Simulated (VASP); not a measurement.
Wanted: the native input for a VASP 6.6.1 run.

```
Task                   : single point
Functional             : PBE
Potentials or basis    : VASP PAW PBE potentials, release 64 (Cu, Pb_d)
Cutoff                 : 520 eV
k mesh                 : 9 × 9 × 9
Occupations            : fermi-dirac, width 0.05 eV
Spin                   : no spin polarisation
Further INCAR settings : ALGO = Normal; EDIFF = 1e-07; NBANDS = 20
```

The structure of CuPb lies in POSCAR:

```
CuPb
1.0
    0.0000000000      2.6129065500      2.6129065500
    2.6129065500      0.0000000000      2.6129065500
    2.6129065500      2.6129065500      0.0000000000
Cu Pb
1 1
Direct
    0.0000000000      0.0000000000      0.0000000000
    0.5000000000      0.5000000000      0.5000000000
```

The cell was built by a generator and needn't be a form met in nature.

One way to write it, as run:

INCAR

```
SYSTEM = CuPb
  ALGO = Normal
  EDIFF = 1E-7
  ENCUT = 520
  GGA = PE
  ISIF = 2
  ISMEAR = -1
  LASPH = .TRUE.
  LCHARG = .FALSE.
  LREAL = .FALSE.
  LWAVE = .FALSE.
  NBANDS = 20
  NELM = 100
  PREC = Accurate
  SIGMA = 0.05
```

KPOINTS

```
k-points
0
G
  9 9 9
  0 0 0
```

Potentials or basis: VASP PAW PBE potentials, release 64 (Cu, Pb_d).

Command:

```bash
$ cat potpaw_PBE.64/Cu/POTCAR potpaw_PBE.64/Pb_d/POTCAR > POTCAR
$ mpirun -np 1 vasp_std > vasp.out
```

Results of the run:

```yaml
Pressure: 22.2 GPa
Band_gap_on_the_k_mesh: none (metal or under the smearing width)
```

Caveat: so large a pressure means that the cell lies far from this level's equilibrium, or that cutoff or potentials fall short.

Wall time 22 s on 1 thread of Intel(R) Xeon(R) Platinum 8375C CPU @ 2.90GHz (Ice Lake), with other jobs on the host, peak memory 0.16 GiB.
